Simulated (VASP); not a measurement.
# Bi3SbO3 (P3m1) in VASP: relaxation of cell and atoms with PBE

Aim: the relaxation of cell and atoms of Bi3SbO3 with PBE.

Program: VASP 6.6.1. These are calculated values, not measurements. Logs are shortened: lines on timing, memory, paths and dates and some standing lists are left out, and cuts for length are marked.

### Step 1. The structure

The structure is trigonal, space group P3m1 (No. 156). The conventional cell has a = 3.806 Å, b = 3.806 Å, c = 11.750 Å, α = 90.00°, β = 90.00°, γ = 120.00°. Around Sb (site symmetry 3m) lie 3 Bi at 2.92 Å. Around Bi (site symmetry 3m) lie 3 O at 2.34 Å. Around Bi (site symmetry 3m) lie 6 O at 2.39 to 2.62 Å. Bi (site symmetry 3m) has 3 Sb at 2.92 Å and 3 O at 3.31 Å as nearest neighbours. O (site symmetry 3m) has 3 Bi at 2.34 Å as nearest neighbours. Around O (site symmetry 3m) lie 3 Bi at 2.39 Å. Around O (site symmetry 3m) lie 6 Bi at 2.62 to 2.72 Å.

The cell was built by a generator and needn't be a form met in nature.

### Step 2. Relaxation of cell and atoms, PBE

File INCAR:

```
SYSTEM = Bi3SbO3
ALGO = Normal ; EDIFF = 1E-6
EDIFFG = -0.01 ; ENCUT = 520
GGA = PE ; IBRION = 2
ISIF = 3 ; ISMEAR = 0
KPAR = 4 ; LASPH = .True.
LCHARG = .False. ; LREAL = .False.
LWAVE = .False. ; NELM = 120
NSW = 90 ; PREC = Accurate
SIGMA = 0.1
```

File KPOINTS:

```
k-points
0
Gamma
  10 10 4
  0 0 0
```

File POSCAR:

```
Bi3SbO3
1.0
    3.8059598700      0.0000000000      0.0000000000
   -1.9029799300      3.2960579300      0.0000000000
    0.0000000000      0.0000000000     11.7500000000
Sb Bi O
1 3 3
Direct
    0.0000000000      0.0000000000      0.5802553200
    0.0000000000      0.0000000000      0.8678297900
    0.6666666700      0.3333333300      0.1258723400
    0.3333333300      0.6666666700      0.4165957400
    0.6666666700      0.3333333300      0.7994042600
    0.0000000000      0.0000000000      0.2059574500
    0.3333333300      0.6666666700      0.0040851100
```

Potentials or basis: VASP PAW PBE potentials, release 64 (Sb, Bi_d, O).

On the command line:

```sh
$ cat potpaw_PBE.64/Sb/POTCAR potpaw_PBE.64/Bi_d/POTCAR potpaw_PBE.64/O/POTCAR > POTCAR
$ mpirun -np 4 vasp_std > vasp.out
```

OUTCAR:

```text
SYSTEM = Bi3SbO3
   EDIFF = 1E-6
   EDIFFG = -0.01
   ENCUT = 520
   GGA = PE
   IBRION = 2
   ISIF = 3
   ISMEAR = 0
   LASPH = .True.
   LREAL = .False.
   NELM = 120
   NSW = 90
   PREC = Accurate

 ion  position               nearest neighbor table
   1  0.000  0.000  0.580-   4 2.92   4 2.92   4 2.92   2 3.38
   2  0.000  0.000  0.868-   5 2.34   5 2.34   5 2.34   7 2.72   7 2.72   7 2.72   1 3.38   3 3.74
                             3 3.74   3 3.74
   3  0.667  0.333  0.126-   6 2.39   6 2.39   6 2.39   7 2.62   7 2.62   7 2.62   2 3.74   2 3.74
                             2 3.74
   4  0.333  0.667  0.417-   1 2.92   1 2.92   1 2.92
   5  0.667  0.333  0.799-   2 2.34   2 2.34   2 2.34
   6  0.000  0.000  0.206-   3 2.39   3 2.39   3 2.39
   7  0.333  0.667  0.004-   3 2.62   3 2.62   3 2.62   2 2.72   2 2.72   2 2.72

  LATTYP: Found a hexagonal cell.
 ALAT       =     3.8059598700
 C/A-ratio  =     3.0872632401

  Lattice vectors:

 A1 = (   3.8059598700,   0.0000000000,   0.0000000000)
 A2 = (  -1.9029799300,   3.2960579300,   0.0000000000)
 A3 = (   0.0000000000,   0.0000000000,  11.7500000000)

Analysis of symmetry for initial positions (statically):
=====================================================================
 Subroutine PRICEL returns:
 Original cell was already a primitive cell.

 Routine SETGRP: Setting up the symmetry group for a
 hexagonal supercell.

 Subroutine GETGRP returns: Found  6 space group operations
 (whereof  6 operations were pure point group operations)
 out of a pool of 24 trial point group operations.

The static configuration has the point symmetry C_3v.

Analysis of symmetry for dynamics (positions and initial velocities):
=====================================================================
 Subroutine PRICEL returns:
 Original cell was already a primitive cell.

 Routine SETGRP: Setting up the symmetry group for a
 hexagonal supercell.

 Subroutine GETGRP returns: Found  6 space group operations
 (whereof  6 operations were pure point group operations)
 out of a pool of 24 trial point group operations.

The dynamic configuration has the point symmetry C_3v.

 Subroutine INISYM returns: Found  6 space group operations
 (whereof  6 operations are pure point group operations),
 and found     1 'primitive' translations

----------------------------------------------------------------------------------------

                                     Primitive cell

  volume of cell :     147.3998

  direct lattice vectors                    reciprocal lattice vectors
     3.805959870  0.000000000  0.000000000     0.262745808  0.151696363  0.000000000
    -1.902979930  3.296057930  0.000000000     0.000000000  0.303392726  0.000000000
     0.000000000  0.000000000 11.750000000     0.000000000  0.000000000  0.085106383
[... 119 lines left out ...]
   GGA     = PE    functional components
   LHFCALC =     F    Hartree Fock is set to
   AEXX    =    0.0000 exact exchange contribution
   IVDW    =     0    specifies the selected vdW correction
   LEPSILON=     F    determine dielectric tensor
   LRPA    =     F    only Hartree local field effects (RPA)
 conjugate gradient relaxation of ions
 non-spin polarized calculation
 Gauss-broadening in eV      SIGMA  =   0.10
  energy-cutoff  :      520.00
  volume of cell :      147.40
 maximum number of plane-waves:      3993
   NGX = 15   NGY = 15   NGZ = 43

--------------------------------------- Ionic step        1  -------------------------------------------

 number of electron      68.0000001 magnetization

 Free energy of the ion-electron system (eV)
  ---------------------------------------------------
  ext. energy  EPLUGINS =         0.00000000
  ---------------------------------------------------
  free energy    TOTEN  =       -35.04700115 eV

  energy without entropy =      -35.04088788  energy(sigma->0) =      -35.04394451

------------------------ aborting loop because EDIFF is reached ----------------------------------------

  FORCE on cell =-STRESS in cart. coord.  units (eV):
  Direction    XX          YY          ZZ          XY          YZ          ZX
  --------------------------------------------------------------------------------------
  -------------------------------------------------------------------------------------
  Total       -0.0388579     -0.0388579      0.7254155     -0.0000000      0.0000000     -0.0000000
  in kB       -0.4223698     -0.4223698      7.8849788     -0.0000000      0.0000000     -0.0000000
  external PRESSURE =       2.3467464 kB  Pullay stress =       0.0000000 kB
[... 69 lines left out ...]
--------------------------------------- Ionic step        3  -------------------------------------------

 number of electron      68.0000002 magnetization

 E-fermi :   6.8169     XC(G=0): -10.0288

 val. band max:        6.7824993113   @ k =   0.2000  -0.0000   0.2500
 cond. band min:       6.8316384514   @ k =   0.5000  -0.0000   0.2500
 fundamental gap:      0.0491391401
 Fermi energy:         6.8168798760

 k-point     1 :       0.0000    0.0000    0.0000
  band No.  band energies     occupation
      1     -16.8360      2.00000
      2     -16.8032      2.00000
      3     -16.7398      2.00000
      4     -16.7398      2.00000
      5     -16.7232      2.00000
      6     -16.7232      2.00000
[... 1057 lines left out ...]
  FREE ENERGIE OF THE ION-ELECTRON SYSTEM (eV)
  ---------------------------------------------------
  free  energy   TOTEN  =       -35.0603063232 eV

  energy  without entropy=      -35.0536156068  energy(sigma->0) =      -35.05696096

[... ionic steps 4 to 21 ...]

--------------------------------------- Ionic step       22  -------------------------------------------

 number of electron      68.0000007 magnetization

------------------------ aborting loop because EDIFF is reached ----------------------------------------
[... 77 lines left out ...]
--------------------------------------- Ionic step       24  -------------------------------------------

 number of electron      68.0000007 magnetization

 Free energy of the ion-electron system (eV)
  ---------------------------------------------------
  ext. energy  EPLUGINS =         0.00000000
  ---------------------------------------------------
  free energy    TOTEN  =       -35.08609415 eV

  energy without entropy =      -35.07995302  energy(sigma->0) =      -35.08302359

 E-fermi :   6.5647     XC(G=0):  -9.8542

 val. band max:        6.5498735748   @ k =   0.2000  -0.0000   0.2500
 cond. band min:       6.6474299138   @ k =   0.5000  -0.0000   0.2500
 fundamental gap:      0.0975563390
 Fermi energy:         6.5647030465

 k-point     1 :       0.0000    0.0000    0.0000
  band No.  band energies     occupation
      1     -17.0771      2.00000
      2     -17.0641      2.00000
      3     -16.9824      2.00000
      4     -16.9824      2.00000
      5     -16.9598      2.00000
      6     -16.9598      2.00000
[... 1057 lines left out ...]
  FREE ENERGIE OF THE ION-ELECTRON SYSTEM (eV)
  ---------------------------------------------------
  free  energy   TOTEN  =       -35.0860941528 eV

  energy  without entropy=      -35.0799530201  energy(sigma->0) =      -35.08302359

 reached required accuracy - stopping structural energy minimisation
```

CONTCAR:

```text
Bi3SbO3
   1.00000000000000
     3.7770576516927807   -0.0000000000450523   -0.0000000000000000
    -1.8885288209233759    3.2710278748170865   -0.0000000000000000
     0.0000000000000002   -0.0000000000000000   12.4626780707524478
  Sb              Bi              O
     1     3     3
Direct
     0.0000000000000000    0.0000000000000000    0.5759580385955387
     0.0000000000000000    0.0000000000000000    0.8764470357002362
     0.6666666699999979    0.3333333300000021    0.1214937820808073
     0.3333333300000021    0.6666666699999979    0.4197718310106683
     0.6666666699999979    0.3333333300000021    0.8093725142420261
     0.0000000000000000    0.0000000000000000    0.1947259981266150
     0.3333333300000021    0.6666666699999979    0.0022308102441090

  0.00000000E+00  0.00000000E+00  0.00000000E+00
  0.00000000E+00  0.00000000E+00  0.00000000E+00
  0.00000000E+00  0.00000000E+00  0.00000000E+00
  0.00000000E+00  0.00000000E+00  0.00000000E+00
  0.00000000E+00  0.00000000E+00  0.00000000E+00
  0.00000000E+00  0.00000000E+00  0.00000000E+00
  0.00000000E+00  0.00000000E+00  0.00000000E+00
```

Wall time 12 min (4 MPI ranks of Intel Xeon 6975P-C (Granite Rapids), shared host); peak memory 0.43 GiB.

Results:

```
Free energy                            : -35.0861 eV
Relaxed volume                         : 22.00 Å³/atom
Relaxed cell                           : a = 3.777 Å, b = 3.777 Å, c = 12.463 Å, α = 90.00°, β = 90.00°, γ = 120.00°
Space group after relaxing (to 0.05 Å) : P3m1 (No. 156)
Energy gained by relaxing              : 5.6 meV/atom
Ionic steps                            : 24
Pressure after relaxing                : 0.0 GPa
Largest force after relaxing           : 0.010 eV/Å
Band gap on the k mesh                 : none (metal or under the smearing width)
```

Forces on the atoms (eV/Å):
```
Sb   0.000  0.000 -0.003
Bi   0.000  0.000  0.010
Bi   0.000  0.000 -0.004
Bi   0.000  0.000 -0.006
O    0.000  0.000  0.003
O    0.000  0.000 -0.001
O    0.000  0.000  0.000
```

Step by step:
```
step  energy change (eV)  largest force (eV/Å)  pressure (GPa)  volume (Å³)
   1              0.0000                0.1035            0.23       147.40
   2             -0.0047                0.1092            0.06       148.06
   3             -0.0133                0.1349           -0.47       150.03
   4             -0.0087                0.2927           -1.41       153.94
   5             -0.0151                0.1837           -0.79       151.27
   6             -0.0173                0.1924           -0.66       151.24
   7             -0.0221                0.2203           -0.26       151.18
   8             -0.0225                0.2768            0.59       151.02
   9             -0.0240                0.2512            0.18       151.10
  10             -0.0259                0.2204            0.18       151.25
  11             -0.0304                0.1291            0.15       151.72
  12             -0.0337                0.1230            0.08       152.64
  13             -0.0356                0.1111           -0.07       153.05
  14             -0.0364                0.0916           -0.32       153.75
  15             -0.0377                0.0704           -0.06       153.48
  16             -0.0378                0.0629            0.06       153.37
  17             -0.0382                0.0534            0.08       153.46
  18             -0.0389                0.0195            0.07       153.73
  19             -0.0376                0.1104            0.04       154.27
  20             -0.0390                0.0223            0.03       153.83
  21             -0.0391                0.0143           -0.02       154.00
  22             -0.0391                0.0131           -0.03       154.03
  23             -0.0391                0.0109           -0.01       153.97
  24             -0.0391                0.0098            0.00       153.97
```

Final structure:
```
Sb Bi O
1.0
     3.77706    0.00000    0.00000
    -1.88853    3.27103    0.00000
     0.00000    0.00000   12.46268
Sb Bi O
1 3 3
Direct
  0.00000 0.00000 0.57596
  0.00000 0.00000 0.87645
  0.66667 0.33333 0.12149
  0.33333 0.66667 0.41977
  0.66667 0.33333 0.80937
  0.00000 0.00000 0.19473
  0.33333 0.66667 0.00223
```

Levels at points of the mesh, in eV from the Fermi level:
```
           k point  band 30  band 31  band 32  band 33  band 34  band 35  band 36  band 37  band 38  band 39
(0.00, 0.00, 0.00)    -2.83    -2.35    -1.11    -0.49     1.02     1.02     1.92     3.03     3.03     3.29
(0.50, 0.00, 0.00)    -2.83    -2.72    -2.44    -1.28    -1.16     0.30     0.91     1.68     2.70     3.15
(0.00, 0.00, 0.50)    -2.88    -2.36    -1.14    -0.59     1.01     1.01     2.62     2.84     3.08     3.08
(0.50, 0.00, 0.50)    -2.82    -2.56    -2.29    -1.36    -1.17    -0.06     1.38     1.74     2.43     3.15
```

Caveat: spin-orbit coupling is left out, which moves the levels of the heavy elements.
